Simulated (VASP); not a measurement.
Input:

```xyz
2
Lattice="2.8669 0.0000 0.0000 0.0000 2.8669 0.0000 0.0000 0.0000 2.8669" Properties=species:S:1:pos:R:3 pbc="T T T"
Al     1.4334     1.4334     1.4334
Ni     0.0000     0.0000     0.0000
```

All values below come from PBE GGA, VASP's PBE PAW potentials (set 64) (plane waves; VASP). Numerical set-up: 300 eV cut-off, 11×11×11 Γ-centred mesh, Gaussian smearing of 0.14 eV, potentials Al Ni.

At this cut-off the stress carries a Pulay error, which pulls relaxed volumes low. Energy and stress use the plane-wave basis of the starting cell.

### Question
The ions, cell shape and volume are relaxed. Which structure does the run end with?

### Answer

```xyz
2
Lattice="2.8936 0.0000 0.0000 0.0000 2.8936 0.0000 0.0000 0.0000 2.8936" Properties=species:S:1:pos:R:3 pbc="T T T"
Al     1.4468     1.4468     1.4468
Ni     0.0000     0.0000     0.0000
```
Space group Pm-3m (221), at a tolerance of 0.03 Å.

### Question
How do energy and volume change from the first to the last step?

### Answer
The energy (σ→0) changes by -4.9 meV/atom and the volume by +2.8 %, in 3 ionic steps.

The structure comes from a computed database's AlNi entry (Pm-3m); how it stands against other phases isn't given here. This run relaxes it. Symmetry was kept, so distortions that lower it aren't found. The run is one of a series of settings (EDIFFG = -0.01, IBRION = 2, ISIF = 3, NSW = 50 against the base run), some of them coarse on purpose. The run is not spin-polarised, so no magnetic state was tried. The electron count is odd and the run is not spin-polarised, which forces a metal.
